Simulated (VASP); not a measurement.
Input of a VASP 6.6.1 run:

Contents of INCAR:

```
SYSTEM = AlC3
PREC = Accurate
ENCUT = 520
EDIFF = 1E-7
ISMEAR = 1
SIGMA = 0.01
LREAL = .FALSE.
LASPH = .TRUE.
NELM = 100
ALGO = Normal
ISIF = 2
LWAVE = .FALSE.
LCHARG = .TRUE.
GGA = PE
LELF = .TRUE.
LVHAR = .TRUE.
NBANDS = 16
```

KPOINTS

```
Automatic mesh
0
G
  9 9 9
  0 0 0
```

The input POSCAR:

```
AlC3
1.0
    3.2079290000      0.0000000000      0.0000000000
    0.0000000000      3.2079290000      0.0000000000
    0.0000000000      0.0000000000      3.2079290000
Al C
1 3
Direct
    0.0000000000      0.0000000000      0.0000000000
    0.0000000000      0.5000000000      0.5000000000
    0.5000000000      0.0000000000      0.5000000000
    0.5000000000      0.5000000000      0.0000000000
```

Potentials or basis: VASP PAW PBE potentials, release 64 (Al, C).

Launch:

```bash
$ cat potpaw_PBE.64/Al/POTCAR potpaw_PBE.64/C/POTCAR > POTCAR
$ mpirun -np 1 vasp_std > vasp.out
```

Q: Predict the band gap on the k mesh.

A: None (metal or under the smearing width).

Q: What does it give for the pressure?

A: -0.1 GPa.
